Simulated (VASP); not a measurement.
Consider the following.

```
LiF
1.0
    0.00000     2.00204     2.00204
    2.00204     0.00000     2.00204
    2.00204     2.00204     0.00000
Li F
1 1
Direct
  0.00000   0.00000   0.00000
  0.50000   0.50000   0.50000
```

The numbers are results of PBEsol GGA, VASP's PBE PAW potentials (set 64) (plane waves; VASP), not measurements. Numerical set-up: 520 eV cut-off, 13×13×13 Γ-centred mesh, tetrahedra with Blöchl corrections, potentials Li_sv F.

Problem. Estimate the energy per atom (σ→0), band gap (on the k-mesh) with the smallest direct gap where there is one.

Solution. 
* **band gap (on the k-mesh)**: 9.08 eV
* **smallest direct gap (on the k-mesh)**: 9.08 eV
* **energy per atom (σ→0)**: -4.926 eV/atom

The absolute energy has meaning only against runs of the same code, potentials and settings.

The compound is LiF in the rock salt structure. It was relaxed first.
